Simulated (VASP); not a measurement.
Computed with PBE GGA, VASP's PBE PAW potentials (set 64) (plane waves; VASP).

VASP input:

File POSCAR:
```
VSe2
1
    1.5802940000     0.9123830000     6.1186630000
   -1.5802940000     0.9123830000     6.1186630000
    0.0000000000    -1.8247660000     6.1186630000
V Se
1 2
Direct
  0.0000000000   0.0000000000   0.0000000000
  0.7523000000   0.7523000000   0.7523000000
  0.5810000000   0.5810000000   0.5810000000
```

**KPOINTS**
```
Automatic
0
gamma
  7 7 7
```

**INCAR**
```
ENCUT = 400
LREAL = .FALSE.
LCHARG = .FALSE.
GGA = PE   ! PBE
ISIF = 2   ! forces and stress, cell fixed
SYSTEM = VSe2
ISMEAR = 0
MAGMOM = 2.0 2*0.0
ALGO = Normal
SIGMA = 0.05   ! width (eV)
LASPH = .TRUE.
LMAXMIX = 4   ! l cut-off of mixed one-centre charges
PREC = Accurate
LWAVE = .FALSE.
ISPIN = 2
LORBIT = 10
EDIFF = 1E-6   ! SCF stop (eV)
NELM = 100   ! most electronic steps
```

POTCAR, in this order: V_sv Se (PBE.64 set). Program: vasp_std.

### Question
What will the output report for the number of irreducible k-points (NKPTS), number of bands (NBANDS), largest plane-wave count, number of space-group operations, FFT grid (NGX, NGY, NGZ)?

### Answer

The number of irreducible k-points (NKPTS) is 44, the number of bands (NBANDS) comes out as 17 and the largest plane-wave count is 971. The number of space-group operations is 6 and the FFT grid (NGX, NGY, NGZ) is 42 × 42 × 42.

The structure was generated: VSe2 was put into the 3R-MoS2 type (R3m), which need not be its known phase. The cell was not relaxed at this level. The k-mesh is coarse (spacing up to 0.33 per Å, 2π included), so the numbers may not be converged in it.
